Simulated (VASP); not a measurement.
All values below come from PBE GGA with D3 dispersion (Becke-Johnson damping), VASP's PBE PAW potentials (set 64) (plane waves; VASP).

VASP ran on this input.

KPOINTS:
```
Regular mesh
0
Gamma
  6 6 6
0 0 0
```

**INCAR**
```
! general
SYSTEM  = CdF2
PREC    = Accurate
ENCUT   = 520
LREAL   = F
LASPH   = T

! electronic loop
EDIFF   = 1E-6
NELM    = 100
ALGO    = Normal
LMAXMIX = 4

! smearing
ISMEAR  = 0
SIGMA   = 0.05

! functional
GGA     = PE
IVDW    = 12

! ions
IBRION  = 2
NSW     = 60
ISIF    = 3
EDIFFG  = -0.02

! output
LWAVE   = F
LCHARG  = F
```

**POSCAR**
```
CdF2
1.0
  0.0000000000   2.7265492348   2.7265492348
  2.7265492348   0.0000000000   2.7265492348
  2.7265492348   2.7265492348   0.0000000000
Cd F
1 2
direct
  0.0000000000   0.0000000000   0.0000000000
  0.2500000000   0.2500000000   0.2500000000
  0.7500000000   0.7500000000   0.7500000000
```

POTCAR, in this order: Cd F (PBE.64 set). Program: vasp_std.

What VASP printed:

**OSZICAR**
```
       N       E                     dE             d eps       ncg     rms          rms(c)
DAV:   1     0.198321988660E+03    0.19832E+03   -0.15973E+04   552   0.155E+03
DAV:   2    -0.366410239832E+01   -0.20199E+03   -0.19318E+03   623   0.381E+02
DAV:   3    -0.126080752116E+02   -0.89440E+01   -0.89238E+01   582   0.887E+01
DAV:   4    -0.126570514329E+02   -0.48976E-01   -0.48970E-01   589   0.659E+00
DAV:   5    -0.126572226487E+02   -0.17122E-03   -0.17121E-03   575   0.354E-01    0.100E+01
DAV:   6    -0.108744490942E+02    0.17828E+01   -0.53461E+00   697   0.447E+01    0.720E+00
DAV:   7    -0.109162854231E+02   -0.41836E-01   -0.89011E-01   545   0.986E+00    0.416E+00
DAV:   8    -0.109077198514E+02    0.85656E-02   -0.16969E-01   587   0.413E+00    0.752E-01
DAV:   9    -0.108981072764E+02    0.96126E-02   -0.43167E-02   682   0.252E+00    0.974E-02
DAV:  10    -0.108986554441E+02   -0.54817E-03   -0.31614E-03   547   0.728E-01    0.120E-01
DAV:  11    -0.108987417314E+02   -0.86287E-04   -0.17754E-04   604   0.170E-01    0.464E-02
DAV:  12    -0.108987749833E+02   -0.33252E-04   -0.83718E-05   555   0.842E-02    0.161E-02
DAV:  13    -0.108987767948E+02   -0.18115E-05   -0.49802E-06   612   0.206E-02    0.590E-03
DAV:  14    -0.108987767194E+02    0.75480E-07   -0.13952E-06   427   0.186E-02
   1 F= -.11383054E+02 E0= -.11383054E+02  d E =-.113831E+02
```

File OUTCAR:
```
------------------------ aborting loop because EDIFF is reached ----------------------------------------
 Edisp (eV)   -0.48428
  FORCE on cell =-STRESS in cart. coord.  units (eV):
  Direction    XX          YY          ZZ          XY          YZ          ZX
  --------------------------------------------------------------------------------------
  Total       0.04337     0.04337     0.04337     0.00000     0.00000     0.00000
  in kB       1.71392     1.71392     1.71392     0.00000     0.00000     0.00000
  external pressure =        1.71 kB  Pullay stress =        0.00 kB
  volume of cell :       40.54
      direct lattice vectors                 reciprocal lattice vectors
     0.000000000  2.726549235  2.726549235    -0.183381981  0.183381981  0.183381981
     2.726549235  0.000000000  2.726549235     0.183381981 -0.183381981  0.183381981
     2.726549235  2.726549235  0.000000000     0.183381981  0.183381981 -0.183381981
 POSITION                                       TOTAL-FORCE (eV/Angst)
 -----------------------------------------------------------------------------------
      0.00000      0.00000      0.00000        -0.000000     -0.000000      0.000000
      1.36327      1.36327      1.36327         0.000000      0.000000      0.000000
      4.08982      4.08982      4.08982        -0.000000     -0.000000     -0.000000
 -----------------------------------------------------------------------------------
    total drift:                                0.000000     -0.000000      0.000000
  FREE ENERGIE OF THE ION-ELECTRON SYSTEM (eV)
  ---------------------------------------------------
  free  energy   TOTEN  =       -11.3830536922 eV

  energy  without entropy=      -11.3830536922  energy(sigma->0) =      -11.38305369

 reached required accuracy - stopping structural energy minimisation
```
(Selected blocks of OUTCAR.)

The compound is CdF2 in the fluorite structure. It was relaxed first. The start is the result of an earlier pass.
